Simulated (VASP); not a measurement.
Method: PBEsol GGA, VASP's PBE PAW potentials (set 64) (plane waves; VASP).

VASP ran on this input.

### KPOINTS
```
Automatic mesh
0
Gamma
16 16 16
0 0 0
```

File POSCAR:
```
Ir
1.0
  0.0000000000   1.9019102883   1.9019102883
  1.9019102883   0.0000000000   1.9019102883
  1.9019102883   1.9019102883   0.0000000000
Ir
1
direct
  0.0000000000   0.0000000000   0.0000000000
```

**INCAR**
```
PREC=Accurate
NELM=100   ! most electronic steps
GGA=PS   ! PBEsol
EDIFFG=-0.02   ! ionic stop
ENCUT=500
PSTRESS=100
ISIF=3   ! ions, shape and volume
SYSTEM=Ir
NSW=40
LASPH=T   ! aspherical one-centre terms
LMAXMIX=6   ! l cut-off of mixed one-centre charges
LWAVE=F
IBRION=2   ! conjugate gradients
SIGMA=0.1
LREAL=F   ! projection in real space or not
EDIFF=1E-6   ! SCF stop (eV)
ALGO=Normal
ISMEAR=1
LCHARG=F
```

POTCAR, in this order: Ir (PBE.64 set). Program: vasp_std.

Unless said otherwise, spin-orbit coupling is left out, though it shifts the bands of the heavy elements here.

### Question
Estimate the energy per atom (σ→0), pressure, band gap (on the k-mesh).

### Answer

```json
{
 "energy per atom (σ→0)": "-9.799 eV/atom",
 "band gap (on the k-mesh)": "none (metal, semimetal or under 0.01 eV)",
 "pressure": "9.87 GPa"
}
```

**OSZICAR**
```
...
DAV:   5    -0.104140195082E+02   -0.21873E-04   -0.21874E-04  3472   0.838E-02    0.171E+01
DAV:   6    -0.990582817958E+01    0.50819E+00   -0.10232E+00  2736   0.141E+01    0.696E+00
DAV:   7    -0.980669998558E+01    0.99128E-01   -0.33045E-01  3016   0.741E+00    0.156E+00
DAV:   8    -0.980135078812E+01    0.53492E-02   -0.17603E-03  2600   0.656E-01    0.786E-01
DAV:   9    -0.979925150966E+01    0.20993E-02   -0.15146E-03  2928   0.675E-01    0.261E-02
DAV:  10    -0.979925296643E+01   -0.14568E-05   -0.56509E-06  3184   0.294E-02    0.726E-03
DAV:  11    -0.979925391884E+01   -0.95242E-06   -0.49240E-07  2208   0.597E-03
   1 F= -.89404589E+01 E0= -.89403596E+01  d E =-.894046E+01
```

The compound is Ir in the fcc structure. It was relaxed first under an external pressure of 10 GPa.
